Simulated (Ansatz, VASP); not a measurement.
**Hf2Ge (Hf2Ge (I4/mcm)): VASP beside Ansatz**

One calculation is typed for both programs; each brings its own data sets. How far apart do they land? The cell is taken from a series of runs on this material, whose earlier steps may have relaxed, scaled, displaced or heated it; both programs get it as it stands.

Main program and level: Ansatz 0.2.0; plane waves, with VASP 6.6.1 beside it; relaxation of cell and atoms at r2SCAN.

### Step 1. Starting point

The structure is tetragonal, space group I4/mcm (No. 140). Conventional cell: a = 6.581 Å, b = 6.581 Å, c = 5.293 Å, α = 90.00°, β = 90.00°, γ = 90.00°. Nearest to Hf lie 4 Ge at 2.82 Å and 1 Hf at 2.90 Å. Ge has 2 Ge at 2.65 Å and 8 Hf at 2.82 Å nearest. Farther neighbours are not listed.

### Step 2. Ansatz: relaxation of cell and atoms, r2SCAN

Ansatz runs on its default PAW (the set named soft_2) files.

The relaxed volume is the usual yardstick between codes: in a stiff, nearly cubic crystal its relative difference is about their pressure difference at one cell divided by the bulk modulus.

input.yaml reads:

```yaml
crystal:
  lattice:
    - [-3.2902736, 3.2902736, 2.6464727]
    - [3.2902736, -3.2902736, 2.6464727]
    - [3.2902736, 3.2902736, -2.6464727]
  atoms:
    - { symbol: Hf, position: [0.84423915, 0.65576085, 0.5] }
    - { symbol: Hf, position: [0.34423915, 0.84423915, 0.1884783] }
    - { symbol: Hf, position: [0.15576085, 0.34423915, 0.5] }
    - { symbol: Hf, position: [0.65576085, 0.15576085, 0.8115217] }
    - { symbol: Ge, position: [0.75, 0.75, 0.0] }
    - { symbol: Ge, position: [0.25, 0.25, 0.0] }
basis:
  ecutwfc: 500
  xc_grid: 2
hamiltonian:
  xc: r2scan
kpoints:
  mp_grid: { grid: [9, 9, 9] }
scf:
  occupations: { method: fermi_dirac, width: 0.05 }
  max_iter: 150
output:
  forces: true
  stress: true
relax:
  f_tol: 0.01
  max_steps: 60
  cell: {}
checkpoint:
  write: "../r2scan.run"
  compress: false
  write_wavefunctions: false
  write_every: 100000
```

On the command line:

```console
> ansatz run input.yaml --threads 1 --pin off --max-ram 2355MiB --backend cpu --events-out ev --progress --plain --runs-dir out
```

Numbers of over 12 decimals in the logs are rounded to 6 here.

What it wrote:

```text
Engine: ansatz 0.2.0, aarch64-unknown-linux-gnu
Pseudopotentials: kind: paw
Pseudopotential: Hf, paw, valence charge 26, recommended cutoff 500 eV (meta_gga), Hf.paw.azcp
Pseudopotential: Ge, paw, valence charge 14, recommended cutoff 500 eV (meta_gga), Ge.paw.azcp
Functional definition: r2SCAN
  parameter k0 = 0.174
  parameter k1 = 0.065
  parameter a1 = 4.9479
  exchange = r2scan_x(k0 = k0, k1 = k1, a1 = a1)
  correlation = r2scan_c
Crystal: 6 atoms, lattice volume = 114.602 Å³
Basis set: ecut = 500 eV, 2909 PW (Γ), exchange–correlation on 80×80×80 points (8 copies of the dense FFT grid, shifted against one another)
Bands: 80, of which v1, the nominal top of the filled ones, is band 66 counted from 1 (65 counted from 0)
Symmetry: 16 space group operations
Space group: I4/mcm (ITA 140), of the structure as read, at distance tolerance 4.9e-5 Å
k-points: 75 of 729
Non-local potential: Hf, projectors of the file, l = 0: 3, l = 1: 2, l = 2: 2, l = 3: 3
Non-local potential: Ge, projectors of the file, l = 0: 2, l = 1: 2, l = 2: 3, l = 3: 1
PAW form: soft (Blöchl's): semilocal exchange-correlation on the pseudo side does not see the compensation charge
PAW frozen core: Hf, regenerated for the run's functional (the file was generated under x = pbe(κ = 0.804, μ = 0.219515), c = pbe(β = 0.066725))
PAW frozen core: Ge, regenerated for the run's functional (the file was generated under x = pbe(κ = 0.804, μ = 0.219515), c = pbe(β = 0.066725))
PAW one-centre angular grid: Hf, 974 points (default); XC on 160 Gauss nodes
PAW one-centre angular grid: Ge, 590 points (default); XC on 160 Gauss nodes
Initial density: superposition of atomic densities (neutral atoms: chi_scale 0, normalization atom), corrected by the library's trained network
Initial wavefunctions: pseudopotential atomic-orbital guess
Functional: x = r2scan, c = r2scan; τ floored in thin density (d = 2e-4 eV/Å³)
SCF iter   1: F=—  HF=-71542.347964 eV  |F-HF|=—  |Δ(HF+E_count)|=         —  Δρ=8.64e-3  dr2=6.50e-2  dr2_τ=1.05e-1  ethr=1.77e-3  ⟨swp⟩=4.3  Hψ=17071  notcnv=0  defer=66
preconditioner: auto → Kerker (q_TF=auto, 2.793 Å⁻¹)  [metal: Δε(μ)=0.012 eV  Ē_g=19.981 eV  σ=0.050 eV  W_gap=0.06  n_scr=46 (ndim 8)  ℏωp=38.6 eV  f_vac=0.000  D(μ)=2.11/eV (n_scr^D=12)]
SCF iter   2: F=—  HF=-71542.384916 eV  |F-HF|=—  |Δ(HF+E_count)|=   3.70e-2  Δρ=3.92e-3  dr2=2.53e-2  dr2_τ=3.27e-3  ethr=4.93e-5  ⟨swp⟩=2.0  Hψ=12434  notcnv=0  defer=466
SCF iter   3: F=—  HF=-71542.382175 eV  |F-HF|=—  |Δ(HF+E_count)|=   2.74e-3  Δρ=3.07e-3  dr2=1.40e-2  dr2_τ=5.23e-4  ethr=1.92e-5  ⟨swp⟩=2.0  Hψ=7745  notcnv=0  defer=466
SCF iter   4: F=—  HF=-71542.382366 eV  |F-HF|=—  |Δ(HF+E_count)|=   1.91e-4  Δρ=8.33e-4  dr2=1.22e-3  dr2_τ=4.52e-5  ethr=1.06e-5  ⟨swp⟩=2.0  Hψ=9282  notcnv=0  defer=466
SCF iter   5: F=—  HF=-71542.381757 eV  |F-HF|=—  |Δ(HF+E_count)|=   6.09e-4  Δρ=3.03e-4  dr2=6.72e-5  dr2_τ=3.69e-6  ethr=9.26e-7  ⟨swp⟩=2.0  Hψ=9285  notcnv=0  defer=466
SCF iter   6: F=—  HF=-71542.381766 eV  |F-HF|=—  |Δ(HF+E_count)|=   9.50e-6  Δρ=7.53e-5  dr2=9.25e-6  dr2_τ=7.74e-7  ethr=5.09e-8  ⟨swp⟩=2.0  Hψ=10506  notcnv=0  defer=466
SCF iter   7: F=—  HF=-71542.381768 eV  |F-HF|=—  |Δ(HF+E_count)|=   2.18e-6  Δρ=2.65e-5  dr2=1.08e-6  dr2_τ=7.49e-8  ethr=7.01e-9  ⟨swp⟩=2.0  Hψ=9968  notcnv=0  defer=466
SCF iter   8: F=—  HF=-71542.381768 eV  |F-HF|=—  |Δ(HF+E_count)|=   3.97e-9  Δρ=5.97e-6  dr2=5.77e-8  dr2_τ=3.75e-9  ethr=7.58e-11  ⟨swp⟩=4.0  Hψ=24255  notcnv=0
SCF iter   9: F=-71542.381768 eV  HF=-71542.381768 eV  |F-HF|=2.24e-9  |Δ(HF+E_count)|=   1.04e-8  Δρ=1.60e-6  dr2=2.98e-9  dr2_τ=1.05e-10  ethr=4.37e-11  ⟨swp⟩=4.0  Hψ=20557  notcnv=0
SCF 1 converged in 9 iterations: F = -71542.381768 eV  dr2 = 2.98e-9
  greatest PAW one-centre occupation: 0.998 electrons in one spin orbital (limit 2), on the Hf atom at site 2 (counted from 0), in its partial waves of l = 3
relax step   1: F+E_penalty+E_count = -71542.38176842 eV  Δ(F+E_penalty+E_count) = +0.000e0 eV  max|allowed force component| = 3.384e-2 eV/Å  Δτ_max = 0.0000 Å  P = +0.729 GPa  Ω = 114.602 Å³  (9 SCF iters, dr2 threshold 1.00e-7 eV, accepted)
[...]
relax step   3: F+E_penalty+E_count = -71542.38341186 eV  Δ(F+E_penalty+E_count) = -1.643e-3 eV  max|allowed force component| = 1.339e-2 eV/Å  Δτ_max = 0.0020 Å  P = -0.072 GPa  Ω = 115.242 Å³  energy of the carried Pulay correction = -1.170e-4 eV  (11 SCF iters, accepted)
[...]
relax step   4: F+E_penalty+E_count = -71542.38343354 eV  Δ(F+E_penalty+E_count) = -2.167e-5 eV  max|allowed force component| = 1.576e-2 eV/Å  Δτ_max = 0.0024 Å  P = +0.026 GPa  Ω = 115.156 Å³  energy of the carried Pulay correction = -1.012e-4 eV  (6 SCF iters, dr2 threshold 3.12e-8 eV, accepted)
[...]
relax step   5: F+E_penalty+E_count = -71542.38349237 eV  Δ(F+E_penalty+E_count) = -5.883e-5 eV  max|allowed force component| = 2.675e-4 eV/Å  Δτ_max = 0.0013 Å  P = +0.002 GPa  Ω = 115.179 Å³  energy of the carried Pulay correction = -1.054e-4 eV  (6 SCF iters, dr2 threshold 1.55e-8 eV, accepted)
[...]
relax step   6: F+E_penalty+E_count = -71542.38359713 eV  Δ(F+E_penalty+E_count) = -1.048e-4 eV  max|allowed force component| = 2.396e-4 eV/Å  Δτ_max = 0.0000 Å  P = +0.003 GPa  Ω = 115.179 Å³  stress off target by 4.16e-3 GPa  SCF on the basis re-selected at this cell (its energy is not comparable with the rows above)  (6 SCF iters)
basis re-selected at this cell: Δ(F+E_penalty+E_count) = -1.048e-4 eV, ΔP = +0.001 GPa vs the last step (what re-selecting the basis moved, of the pressure what is left beyond the Pulay correction that the steps carried, after the strain that the cell walked since its last selection, with what the two solves' SCF thresholds leave and, on support functions, any second-order correction that the steps lacked; it is no m [...]
SCF converged after 6 iterations
Free energy (F): -71542.383597 eV
Harris-Foulkes:  -71542.383597 eV  (|F-HF|=1.16e-10)
Internal energy: -71542.365904 eV  (E = F + TS)
E sigma→0 (E₀):  -71542.374751 eV
Entropy (-TS):   -0.017693 eV (-2.949 meV/atom)
Fermi energy:    18.801381 eV
--- Per-component energies (eV) ---
  E_band       = -11.857402
  E_kinetic    = 1919.974109
  E_local      = -23952.242568  (includes V_loc(G=0)·N_el)
  E_nonlocal   = -4154.772254
  E_hartree    = 11192.609832
  E_xc         = -1274.369973
  E_vxc        = -1312.818277  (∫ρ·V_xc dr)
  E_paw        = -31874.916909  (= ΣΔE_a)
  E_vpaw       = 5037.372946  (= ΣTr[D̂ρ^β])
  E_aug_tail   = 0.000025  (compensation charges beyond the density's cutoff)
  E_vtau       = 65.408862  (kinetic-family band-sum trace: ∫τ·v_τ [+ j·A + Jᵃ·Aᵃ] dr)
  E_ewald      = -23397.762723
  E_core_change = -0.885444  (= ΣΔE_core)
  E_smearing   = -0.017693  (= −TS)
  E_closure    = 0.000000  (closes the sum)
  Σ components = -71542.383597   (vs F -71542.383597, Δ=0.00e0)
--- Forces (eV/Å), atoms counted from 1 ---
  atom   1  Hf     0.00023962    -0.00023962     0.00000000
  atom   2  Hf    -0.00023962    -0.00023962     0.00000000
  atom   3  Hf    -0.00023962     0.00023962     0.00000000
  atom   4  Hf     0.00023962     0.00023962     0.00000000
  atom   5  Ge    -0.00000000     0.00000000     0.00000000
  atom   6  Ge    -0.00000000     0.00000000     0.00000000
  max |Σ_I F_I| component: 2.08e-17 eV/Å
--- Stress (GPa, compression-positive) ---
        0.001748       0.000000       0.000000
        0.000000       0.001748      -0.000000
       -0.000000      -0.000000       0.004157
  P = ⅓ Tr σ = 0.0026 GPa (0.026 kbar)
--- Relaxed structure (5 steps of the walk, 4 accepted, 1 SCFs on fresh bases) ---
  F+E_penalty+E_count = -71542.38359713 eV   max|allowed force component| = 2.396e-4 eV/Å   (the final SCF, on the basis selected at the relaxed cell)
  cell:  # Å, volume = 115.1789 Å³
    - [-3.298413, 3.298413, 2.646689]
    - [3.298413, -3.298413, 2.646689]
    - [3.298413, 3.298413, -2.646689]
  atoms:
    - { symbol: Hf, position: [0.844570, 0.655430, 0.500000] }
    - { symbol: Hf, position: [0.344570, 0.844570, 0.189141] }
    - { symbol: Hf, position: [0.155430, 0.344570, 0.500000] }
    - { symbol: Hf, position: [0.655430, 0.155430, 0.810859] }
    - { symbol: Ge, position: [0.750000, 0.750000, 0] }
    - { symbol: Ge, position: [0.250000, 0.250000, 0] }
```

Reading the cycles: dr2 is the Hartree energy of the density residual (eV), the measure of convergence; HF is the Harris–Foulkes estimate of the energy, which meets the free energy F at convergence.

(Part 1 of 2 ends here.)

[Lines on the potential files, build, host, timing and source positions are cut from VASP's logs without a mark.]

[Logs are printed without paths, hosts, clocks, repeated set-up lines and the standing remarks that a program may print on its own settings, such as how far it seeks lower states.]

[Hosts, paths, dates, database ids (printed as entryN), source tags and the programs' standing remarks are cut or masked in the printed files.]
